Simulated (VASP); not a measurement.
# ClSiBrH2 in VASP: a series of runs

One molecule, ClSiBrH2, is run at these levels: PBE, PBE+TS; tasks: single point, relaxation of the atoms, atomic charges.

Everything below comes from runs of VASP 6.6.1. Logs are shortened: lines on timing, memory, paths and dates and some standing lists are left out, and cuts for length are marked.

**1. Starting point**

The cell holds a molecule in a box, 5 atoms: a = 12.000 Å, b = 12.000 Å, c = 12.000 Å, α = 90.00°, β = 90.00°, γ = 90.00°.

**2. Single point, PBE (atoms moved at random, drawn with an rms of 0.05 Å)**

The input, INCAR:

```
SYSTEM = SiH2BrCl
ALGO     = Normal         ! electronic algorithm
EDIFF    = 1E-6           ! SCF threshold, eV
ENCUT    = 520            ! plane-wave cutoff, eV
GGA      = PE             ! functional
ISIF     = 2              ! what is computed and relaxed
ISMEAR   = 0              ! smearing method
LASPH    = .True.         ! aspherical terms in the spheres
LCHARG   = .False.        ! write CHGCAR
LREAL    = .False.        ! projectors in reciprocal space
LWAVE    = .False.        ! write WAVECAR
NELM     = 100            ! most SCF steps
PREC     = Accurate       ! precision mode
SIGMA    = 0.01           ! smearing width, eV
```

The input, KPOINTS:

```
k-points
0
Gamma
  1 1 1
  0 0 0
```

The input, POSCAR:

```
SiH2BrCl
1.0
   12.0000000000      0.0000000000      0.0000000000
    0.0000000000     12.0000000000      0.0000000000
    0.0000000000      0.0000000000     12.0000000000
Cl Si Br H
1 1 1 2
Direct
    0.4061280000      0.4554920000      0.6326650000
    0.4997160000      0.4997650000      0.4853150000
    0.3963730000      0.6160800000      0.3834080000
    0.5138050000      0.3886800000      0.4254340000
    0.6060830000      0.5548270000      0.5224330000
```

Potentials or basis: VASP PAW PBE potentials, release 64 (Cl, Si, Br, H).

Command:

```
cat potpaw_PBE.64/Cl/POTCAR potpaw_PBE.64/Si/POTCAR potpaw_PBE.64/Br/POTCAR potpaw_PBE.64/H/POTCAR > POTCAR
mpirun -np 1 vasp_gam > vasp.out
```

OUTCAR:

```text
SYSTEM = SiH2BrCl
   EDIFF = 1E-6
   ENCUT = 520
   GGA = PE
   ISIF = 2
   ISMEAR = 0
   LASPH = .True.
   LREAL = .False.
   NELM = 100
   PREC = Accurate

 ion  position               nearest neighbor table
   1  0.406  0.455  0.633-   2 2.16
   2  0.500  0.500  0.485-   5 1.50   4 1.52   1 2.16   3 2.23
   3  0.396  0.616  0.383-   2 2.23
   4  0.514  0.389  0.425-   2 1.52
   5  0.606  0.555  0.522-   2 1.50

  LATTYP: Found a simple cubic cell.
 ALAT       =    12.0000000000

  Lattice vectors:

 A1 = (  12.0000000000,   0.0000000000,   0.0000000000)
 A2 = (   0.0000000000,  12.0000000000,   0.0000000000)
 A3 = (   0.0000000000,   0.0000000000,  12.0000000000)

Analysis of symmetry for initial positions (statically):
=====================================================================
 Subroutine PRICEL returns:
 Original cell was already a primitive cell.

 Routine SETGRP: Setting up the symmetry group for a
 simple cubic supercell.

 Subroutine GETGRP returns: Found  1 space group operations
 (whereof  1 operations were pure point group operations)
 out of a pool of 48 trial point group operations.

The static configuration has the point symmetry C_1 .

Analysis of symmetry for dynamics (positions and initial velocities):
=====================================================================
 Subroutine PRICEL returns:
 Original cell was already a primitive cell.

 Routine SETGRP: Setting up the symmetry group for a
 simple cubic supercell.

 Subroutine GETGRP returns: Found  1 space group operations
 (whereof  1 operations were pure point group operations)
 out of a pool of 48 trial point group operations.

The dynamic configuration has the point symmetry C_1 .

 Subroutine INISYM returns: Found  1 space group operations
 (whereof  1 operations are pure point group operations),
 and found     1 'primitive' translations

----------------------------------------------------------------------------------------

                                     Primitive cell

  volume of cell :    1728.0000

  direct lattice vectors                    reciprocal lattice vectors
    12.000000000  0.000000000  0.000000000     0.083333333  0.000000000  0.000000000
     0.000000000 12.000000000  0.000000000     0.000000000  0.083333333  0.000000000
     0.000000000  0.000000000 12.000000000     0.000000000  0.000000000  0.083333333

  length of vectors
    12.000000000 12.000000000 12.000000000     0.083333333  0.083333333  0.083333333

  position of ions in fractional coordinates (direct lattice)
     0.406128000  0.455492000  0.632665000
     0.499716000  0.499765000  0.485315000
     0.396373000  0.616080000  0.383408000
     0.513805000  0.388680000  0.425434000
     0.606083000  0.554827000  0.522433000

  ion indices of the primitive-cell ions
   primitive index   ion index
                 1           1
                 2           2
                 3           3
                 4           4
                 5           5

----------------------------------------------------------------------------------------

 KPOINTS: k-points

Automatic generation of k-mesh.
 Grid dimensions read from file:
 generate k-points for:    1    1    1

 Generating k-lattice:

  Cartesian coordinates                     Fractional coordinates (reciprocal lattice)
     0.083333333  0.000000000  0.000000000     1.000000000  0.000000000  0.000000000
     0.000000000  0.083333333  0.000000000     0.000000000  1.000000000  0.000000000
     0.000000000  0.000000000  0.083333333     0.000000000  0.000000000  1.000000000

  Length of vectors
     0.083333333  0.083333333  0.083333333

  Shift w.r.t. Gamma in fractional coordinates (k-lattice)
     0.000000000  0.000000000  0.000000000

 Subroutine IBZKPT returns following result:
 ===========================================

 Found      1 irreducible k-points:

 Following reciprocal coordinates:
            Coordinates               Weight
  0.000000  0.000000  0.000000      1.000000
   k-points           NKPTS =      1   k-points in BZ     NKDIM =      1   number of bands    NBANDS=     14
   number of dos      NEDOS =    301   number of ions     NIONS =      5
   total plane-waves  NPLWV = 729000
   dimension x,y,z NGX =    90 NGY =   90 NGZ =   90
   dimension x,y,z NGXF=   180 NGYF=  180 NGZF=  180
   ions per type =               1   1   1   2
   NGX,Y,Z   is equivalent  to a cutoff of  12.47, 12.47, 12.47 a.u.
   NGXF,Y,Z  is equivalent  to a cutoff of  24.94, 24.94, 24.94 a.u.
 SYSTEM =  SiH2BrCl
   PREC   = accura    normal or accurate (medium, high low for compatibility)
   ISTART =      0    job   : 0-new  1-cont  2-samecut
   ICHARG =      2    charge: 1-file 2-atom 10-const
   ISPIN  =      1    spin polarized calculation?
   LNONCOLLINEAR =      F non collinear calculations
   LSORBIT =      F    spin-orbit coupling
   LASPH  =      T    aspherical Exc in radial PAW
   ENCUT  =  520.0 eV  38.22 Ry    6.18 a.u.  22.31 22.31 22.31*2*pi/ulx,y,z
   NELM   =    100;   NELMIN=  2; NELMDL= -5     # of ELM steps
   EDIFF  = 0.1E-05   stopping-criterion for ELM
   LREAL  =      F    real-space projection
   EDIFFG = 0.1E-04   stopping-criterion for IOM
   NSW    =      0    number of steps for IOM
   IBRION =     -1    ionic relax: 0-MD 1-quasi-New 2-CG
   NFREE  =      0    steps in history (QN), initial steepest desc. (CG)
   ISIF   =      2    stress and relaxation
   ISYM   =      2    0-nonsym 1-usesym 2-fastsym
   POTIM  = 0.5000    time-step for ionic-motion
   TEBEG  =    0.0;   TEEND  =   0.0 temperature during run
   PSTRESS=    0.0 pullay stress
   NELECT =      20.0000    total number of electrons
   NUPDOWN=      -1.0000    fix difference up-down
   EMIN   =  10.00;   EMAX   =-10.00  energy-range for DOS
   EFERMI =   0.00;   METHOD = LEGACY
   ISMEAR =     0;   SIGMA  =   0.01  broadening in eV -4-tet -1-fermi 0-gaus
   EFERMI_NEDOS =   21; number of points for ismear=-14 and -15
   IALGO  =     38    algorithm
   IMIX   =      4    mixing-type and parameters
     AMIX     =   0.40;   BMIX     =  1.00
     AMIX_MAG =   1.60;   BMIX_MAG =  1.00
  volume/ion in A,a.u.               =     345.60      2332.22
  Fermi-wavevector in a.u.,A,eV,Ry     =   0.370314  0.699792  1.865801  0.137133
  Thomas-Fermi vector in A             =   1.297595
   LORBIT       =      0    0 simple, 1 ext, 2 COOP (PROOUT), +10 PAW based schemes
   GGA     = PE    functional components
   LHFCALC =     F    Hartree Fock is set to
   AEXX    =    0.0000 exact exchange contribution
   IVDW    =     0    specifies the selected vdW correction
   LEPSILON=     F    determine dielectric tensor
   LRPA    =     F    only Hartree local field effects (RPA)
 non-spin polarized calculation
 Gauss-broadening in eV      SIGMA  =   0.01
  energy-cutoff  :      520.00
  volume of cell :     1728.00
 maximum number of plane-waves:     23293
 NGX is ok and might be reduce to    90
   NGX = 45   NGY = 45   NGZ = 45

 number of electron      19.9999996 magnetization

 Free energy of the ion-electron system (eV)
  ---------------------------------------------------
  ext. energy  EPLUGINS =         0.00000000
  ---------------------------------------------------
  free energy    TOTEN  =       -18.15309885 eV

  energy without entropy =      -18.15309885  energy(sigma->0) =      -18.15309885

 E-fermi :  -7.0955     XC(G=0):  -0.8990

 val. band max:       -7.1596083738   @ k =   0.0000   0.0000   0.0000
 cond. band min:      -1.4685496584   @ k =   0.0000   0.0000   0.0000
 fundamental gap:      5.6910587154
 Fermi energy:        -7.0954581989

 k-point     1 :       0.0000    0.0000    0.0000
  band No.  band energies     occupation
      1     -20.3617      2.00000
      2     -19.9121      2.00000
      3     -13.3086      2.00000
      4      -9.5247      2.00000
      5      -9.4373      2.00000
      6      -9.3632      2.00000
      7      -7.6684      2.00000
      8      -7.4758      2.00000
      9      -7.2077      2.00000
     10      -7.1596      2.00000
     11      -1.4685      0.00000
     12      -1.1537      0.00000
     13      -0.5354      0.00000
     14       0.1241      0.00000

------------------------ aborting loop because EDIFF is reached ----------------------------------------

  FORCE on cell =-STRESS in cart. coord.  units (eV):
  Direction    XX          YY          ZZ          XY          YZ          ZX
  --------------------------------------------------------------------------------------
  -------------------------------------------------------------------------------------
  Total       -1.5892124     -1.4648557     -2.1934634     -0.3161528      0.3477744      0.8254779
  in kB       -1.4734954     -1.3581937     -2.0337484     -0.2931324      0.3224515      0.7653715
  external PRESSURE =      -1.6218125 kB  Pullay stress =       0.0000000 kB

 VOLUME and BASIS-vectors are now :
 -----------------------------------------------------------------------------
  energy-cutoff  :      520.00
  volume of cell :     1728.00
      direct lattice vectors                 reciprocal lattice vectors
    12.000000000  0.000000000  0.000000000     0.083333333  0.000000000  0.000000000
     0.000000000 12.000000000  0.000000000     0.000000000  0.083333333  0.000000000
     0.000000000  0.000000000 12.000000000     0.000000000  0.000000000  0.083333333

 POSITION                                       TOTAL-FORCE (eV/Angst)
 -----------------------------------------------------------------------------------
      4.87354      5.46590      7.59198         0.743145      0.396426     -1.027949
      5.99659      5.99718      5.82378        -0.729883     -0.767370      0.916819
      4.75648      7.39296      4.60090         0.254422     -0.160022      0.109122
      6.16566      4.66416      5.10521         0.049585      0.674477      0.176223
      7.27300      6.65792      6.26920        -0.317268     -0.143510     -0.174216
 -----------------------------------------------------------------------------------
    total drift:                                0.000284     -0.000257     -0.000131

  FREE ENERGIE OF THE ION-ELECTRON SYSTEM (eV)
  ---------------------------------------------------
  free  energy   TOTEN  =       -18.1530988546 eV

  energy  without entropy=      -18.1530988546  energy(sigma->0) =      -18.15309885
```

Run time: 2.1 min. Hardware: 1 thread of Intel Xeon Platinum 8375C at 2.90GHz (Ice Lake), shared host; peak memory 1.2 GiB.

Results:

```
Free energy                     : -18.1531 eV
Largest force                   : 1.401 eV/Å
Gap between the frontier levels : 5.69 eV
```

Forces on the atoms (eV/Å):
```
Cl   0.743  0.396 -1.028
Si  -0.730 -0.767  0.917
Br   0.254 -0.160  0.109
H    0.050  0.674  0.176
H   -0.317 -0.144 -0.174
```

**3. Relaxation of the atoms, PBE (atoms moved at random, drawn with an rms of 0.02 Å)**

The input, INCAR:

```
SYSTEM = SiH2BrCl
PREC = Accurate
ENCUT = 520
EDIFF = 1E-6
ISMEAR = 0
SIGMA = 0.01
LREAL = .FALSE.
LASPH = .TRUE.
NELM = 80
ALGO = Normal
ISIF = 2
LWAVE = .FALSE.
LCHARG = .FALSE.
GGA = PE
IBRION = 2
NSW = 40
EDIFFG = -0.01
```

The input, KPOINTS:

```
Automatic mesh
0
G
  1 1 1
  0 0 0
```

The input, POSCAR:

```
SiH2BrCl
1.0
   12.0000000000      0.0000000000      0.0000000000
    0.0000000000     12.0000000000      0.0000000000
    0.0000000000      0.0000000000     12.0000000000
Cl Si Br H
1 1 1 2
Direct
    0.4088330000      0.4579050000      0.6248600000
    0.4959540000      0.4940940000      0.4837000000
    0.3998350000      0.6124710000      0.3806070000
    0.5154940000      0.3939630000      0.4224490000
    0.6002800000      0.5501190000      0.5187050000
```

Potentials or basis: VASP PAW PBE potentials, release 64 (Cl, Si, Br, H).

Command:

```
cat potpaw_PBE.64/Cl/POTCAR potpaw_PBE.64/Si/POTCAR potpaw_PBE.64/Br/POTCAR potpaw_PBE.64/H/POTCAR > POTCAR
mpirun -np 1 vasp_gam > vasp.out
```

Run time: 9.1 min. Hardware: 1 thread of Intel Xeon Platinum 8375C at 2.90GHz (Ice Lake), shared host; peak memory 1.3 GiB.

The run converged. Its results:

```
Free energy                     : -18.2712 eV
Energy gained by relaxing       : 7.5 meV/atom
Ionic steps                     : 12
Largest force after relaxing    : 0.009 eV/Å
Gap between the frontier levels : 5.86 eV
```

Forces in eV/Å, atoms in the order of the input:
```
Cl   0.009 -0.002 -0.001
Si  -0.004  0.000 -0.002
Br   0.001  0.006 -0.005
H   -0.002 -0.005  0.002
H   -0.005  0.001  0.006
```

Step by step:
| step | energy change (eV) | largest force (eV/Å) | pressure (GPa) |
| --- | --- | --- | --- |
| 1 | 0.0000 | 1.1221 | 0.08 |
| 2 | -0.0043 | 1.2752 | 0.01 |
| 3 | -0.0310 | 0.3000 | 0.04 |
| 4 | -0.0367 | 0.0712 | 0.00 |
| 5 | -0.0367 | 0.0797 | 0.00 |
| 6 | -0.0369 | 0.0400 | -0.01 |
| 7 | -0.0369 | 0.0388 | -0.01 |
| 8 | -0.0371 | 0.0304 | -0.01 |
| 9 | -0.0372 | 0.0454 | 0.00 |
| 10 | -0.0373 | 0.0258 | 0.00 |
| 11 | -0.0373 | 0.0112 | 0.00 |
| 12 | -0.0373 | 0.0094 | 0.00 |

Final structure:
```xyz
5
Lattice="12.0000 0.0000 0.0000 0.0000 12.0000 0.0000 0.0000 0.0000 12.0000" Properties=species:S:1:pos:R:3 pbc="T T T"
Cl    4.8955    5.4796    7.5185
Si    5.9530    5.9496    5.8222
Br    4.7972    7.3558    4.5500
H     6.1812    4.7036    5.0497
H     7.2179    6.6140    6.2233
```

Levels at points of the mesh, in eV from the valence-band top:
| k point | band 7 | band 8 | band 9 | band 10 | band 11 | band 12 | band 13 | band 14 |
| --- | --- | --- | --- | --- | --- | --- | --- | --- |
| (0.00, 0.00, 0.00) | -0.82 | -0.68 | -0.15 | 0.00 | 5.86 | 6.28 | 6.63 | 7.30 |

**4. Atomic charges, PBE+TS**

The input, INCAR:

```
SYSTEM = SiH2BrCl
PREC     = Accurate       ! precision mode
ENCUT    = 520            ! plane-wave cutoff, eV
EDIFF    = 1E-6           ! SCF threshold, eV
ISMEAR   = 0              ! smearing method
SIGMA    = 0.01           ! smearing width, eV
LREAL    = .FALSE.        ! projectors in reciprocal space
LASPH    = .TRUE.         ! aspherical terms in the spheres
NELM     = 60             ! most SCF steps
ALGO     = Normal         ! electronic algorithm
ISIF     = 2              ! what is computed and relaxed
LWAVE    = .FALSE.        ! write WAVECAR
LCHARG   = .FALSE.        ! write CHGCAR
GGA      = PE             ! functional
IVDW     = 2              ! dispersion correction
LORBIT   = 11             ! projections on sites
```

KPOINTS is that of step 3.

The input, POSCAR:

```
SiH2BrCl
1.0
   12.0000000000      0.0000000000      0.0000000000
    0.0000000000     12.0000000000      0.0000000000
    0.0000000000      0.0000000000     12.0000000000
Cl Si Br H
1 1 1 2
Direct
    0.4081708300      0.4570166700      0.6258791700
    0.4962458300      0.4952750000      0.4855041700
    0.4010541700      0.6117250000      0.3797875000
    0.5151708300      0.3917750000      0.4218291700
    0.6011125000      0.5501583300      0.5189125000
```

Command:

```
cat potpaw_PBE.64/Cl/POTCAR potpaw_PBE.64/Si/POTCAR potpaw_PBE.64/Br/POTCAR potpaw_PBE.64/H/POTCAR > POTCAR
mpirun -np 1 vasp_gam > vasp.out
```

It took 2.2 min on 1 thread of Intel Xeon Platinum 8375C at 2.90GHz (Ice Lake), shared host; peak memory 1.3 GiB.

Results (log left out):

```
Free energy                                           : -18.2873 eV
Largest force                                         : 0.266 eV/Å
Gap between the frontier levels                       : 5.96 eV
Valence electrons inside the program's atomic spheres : Cl 5.15; Si 1.64; Br 4.90; H 0.59
Hirshfeld charges                                     : Cl -0.10; Si +0.29; Br -0.08; H -0.06 e
Dispersion energy per atom                            : -0.004 eV
```

Forces in eV/Å, atoms in the order of the input:
```
Cl  -0.119 -0.073  0.225
Si   0.067 -0.022 -0.023
Br  -0.123  0.169 -0.166
H    0.031 -0.140 -0.082
H    0.144  0.067  0.045
```

Levels at points of the mesh, in eV from the valence-band top:
```
           k point  band 7  band 8  band 9  band 10  band 11  band 12  band 13  band 14
(0.00, 0.00, 0.00)   -0.83   -0.69   -0.16     0.00     5.96     6.34     6.65     7.33
```

**5. For comparison**

An earlier run on the cell as given: functional PBE; potentials or basis VASP PAW PBE potentials, release 64 (Cl, Si, Br, H); cutoff 520 eV; k mesh 1 × 1 × 1; occupations gaussian, width 0.01 eV; no spin polarisation.

- Largest force: 0.235 eV/Å
- Gap between the frontier levels: 5.96 eV

**6. The runs side by side**

| task | level | cell | gap on the mesh (eV) | largest force (eV/Å) |
| --- | --- | --- | --- | --- |
| single point | PBE | atoms moved at random, drawn with an rms of 0.05 Å | 5.69 | 1.40 |
| relaxation of the atoms | PBE | atoms relaxed from: atoms moved at random, drawn with an rms of 0.02 Å | 5.86 | 0.01 |
| atomic charges | PBE+TS | as given | 5.96 | 0.27 |
| single point | PBE | as given | 5.96 | 0.23 |

Alike in all rows: potentials or basis VASP PAW PBE potentials, release 64 (Cl, Si, Br, H); no spin polarisation; k mesh 1 × 1 × 1; cutoff (eV) 520; smearing gaussian 0.01 eV.

Absolute energies hang on the potentials; compare differences alone.
